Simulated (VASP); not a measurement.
Computed with PBEsol GGA, VASP's PBE PAW potentials (set 64) (plane waves; VASP).

A VASP calculation is set up with these files.

KPOINTS:
```
kpoints
0
G
 11 11 6
0 0 0
```

**INCAR**
```
! general
SYSTEM =Lu
PREC   =Accurate
ENCUT  =520
LREAL  =.False.
LASPH  =.True.

! electronic loop
EDIFF  =1E-6
NELM   =100
ALGO   =Normal
LMAXMIX=6

! smearing
ISMEAR =1
SIGMA  =0.1

! functional
GGA    =PS

! ions
IBRION =2
NSW    =60
ISIF   =3
EDIFFG =-0.01

! output
LWAVE  =.False.
LCHARG =.False.
```

POSCAR:
```
Lu
1.0
  1.7280794873  -2.9931215550   0.0000000000
  1.7280794873   2.9931215550   0.0000000000
  0.0000000000   0.0000000000   5.3764028380
Lu
2
Cartesian
  1.7280794873   0.9977091804   1.3441007095
  1.7280794873  -0.9977091804   4.0323021285
```

POTCAR, in this order: Lu_3 (PBE.64 set). Program: vasp_std.

The run wrote:

OSZICAR:
```
       N       E                     dE             d eps       ncg     rms          rms(c)
DAV:   1     0.468857815568E+02    0.46886E+02   -0.87279E+03  2944   0.153E+03
DAV:   2    -0.725598673386E+01   -0.54142E+02   -0.52802E+02  2820   0.734E+02
DAV:   3    -0.964353663347E+01   -0.23875E+01   -0.22511E+01  2947   0.657E+01
DAV:   4    -0.975166449106E+01   -0.10813E+00   -0.10428E+00  3088   0.960E+00
DAV:   5    -0.975494626301E+01   -0.32818E-02   -0.32705E-02  2792   0.157E+00    0.261E+01
DAV:   6    -0.974284893806E+01    0.12097E-01   -0.33311E-02  2781   0.412E+00    0.155E+01
DAV:   7    -0.974933170323E+01   -0.64828E-02   -0.61179E-02  2699   0.556E+00    0.376E-01
DAV:   8    -0.974907975006E+01    0.25195E-03   -0.39995E-03  2755   0.901E-01    0.830E-02
DAV:   9    -0.974908081345E+01   -0.10634E-05   -0.18486E-04  2851   0.214E-01    0.260E-02
DAV:  10    -0.974907737942E+01    0.34340E-05   -0.16321E-05  2883   0.611E-02    0.266E-02
DAV:  11    -0.974907746910E+01   -0.89688E-07   -0.43813E-07  1572   0.144E-02
   1 F= -.97490775E+01 E0= -.97497677E+01  d E =-.974908E+01
```

OUTCAR:
```
------------------------ aborting loop because EDIFF is reached ----------------------------------------
  FORCE on cell =-STRESS in cart. coord.  units (eV):
  Direction    XX          YY          ZZ          XY          YZ          ZX
  --------------------------------------------------------------------------------------
  Total        0.0091712      0.0091712      0.0017473      0.0000000      0.0000000      0.0000000
  in kB        0.2641974      0.2641974      0.0503354      0.0000000      0.0000000      0.0000000
  external PRESSURE =       0.1929100 kB  Pullay stress =       0.0000000 kB
  volume of cell :       55.62
      direct lattice vectors                 reciprocal lattice vectors
     1.728079487 -2.993121555  0.000000000     0.289338542 -0.167049681  0.000000000
     1.728079487  2.993121555  0.000000000     0.289338542  0.167049681  0.000000000
     0.000000000  0.000000000  5.376402838     0.000000000  0.000000000  0.185997967
 POSITION                                       TOTAL-FORCE (eV/Angst)
 -----------------------------------------------------------------------------------
      1.72808      0.99771      1.34410         0.000000      0.000000      0.000000
      1.72808     -0.99771      4.03230         0.000000     -0.000000      0.000000
 -----------------------------------------------------------------------------------
    total drift:                                0.000001      0.000066     -0.000012
  FREE ENERGIE OF THE ION-ELECTRON SYSTEM (eV)
  ---------------------------------------------------
  free  energy   TOTEN  =        -9.7490774691 eV

  energy  without entropy=       -9.7511480540  energy(sigma->0) =       -9.74976766

 reached required accuracy - stopping structural energy minimisation
```
(Selected blocks of OUTCAR.)

The compound is Lu in the hcp structure. It was relaxed first, which changed the volume by -6 %. The start is the result of an earlier pass.
